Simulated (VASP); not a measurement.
Input:

```
CELL_PARAMETERS angstrom
      3.89073     0.00000     0.00000
     -1.94537     3.36947     0.00000
      0.00000     0.00000     6.51345
ATOMIC_POSITIONS crystal
  Cu 0.33333 0.66667 0.37437
  Cu 0.66667 0.33333 0.62563
  Ca 0.00000 0.00000 0.00000
  S  0.33333 0.66667 0.74087
  S  0.66667 0.33333 0.25913
```

The numbers are results of r2SCAN meta-GGA, VASP's PBE PAW potentials (set 64) (plane waves; VASP), not measurements. Run with 400 eV cut-off, 7×7×4 Γ-centred mesh, tetrahedra with Blöchl corrections, potentials Cu Ca_sv S.

Problem. Give the energies of bands 12 to 25 at the high-symmetry points, in eV from the valence-band maximum.

Solution. 
| band | Γ | M | K | A | L | H |
|---|---|---|---|---|---|---|
| 12 | -4.31 | -4.15 | -4.45 | -4.22 | -4.28 | -4.28 |
| 13 | -2.65 | -2.68 | -2.78 | -2.58 | -2.69 | -2.77 |
| 14 | -2.65 | -2.54 | -2.66 | -2.58 | -2.54 | -2.64 |
| 15 | -2.08 | -2.37 | -2.21 | -2.08 | -2.35 | -2.27 |
| 16 | -1.88 | -2.16 | -2.21 | -1.92 | -2.16 | -2.27 |
| 17 | -1.88 | -1.88 | -2.08 | -1.92 | -1.86 | -2.12 |
| 18 | -0.67 | -1.80 | -1.97 | -0.71 | -1.85 | -1.94 |
| 19 | -0.67 | -1.79 | -1.97 | -0.55 | -1.81 | -1.94 |
| 20 | -0.14 | -1.74 | -1.53 | -0.55 | -1.74 | -1.25 |
| 21 | 0.00 | -1.56 | -1.53 | -0.32 | -0.86 | -1.25 |
| 22 | 0.00 | -0.72 | -0.75 | -0.32 | -0.57 | -0.91 |
| 23 | 1.63 | 2.17 | 3.94 | 2.35 | 2.08 | 3.34 |
| 24 | 2.63 | 3.76 | 3.98 | 2.77 | 3.22 | 3.34 |
| 25 | 2.94 | 4.41 | 3.98 | 3.62 | 3.55 | 4.55 |

The gap is direct, 1.63 eV, from the valence maximum at Γ to the conduction minimum at Γ.

The structure comes from a measured CaCu2S2 entry (P-3m1) of the Crystallography Open Database, whose conditions weren't checked. It was relaxed first.
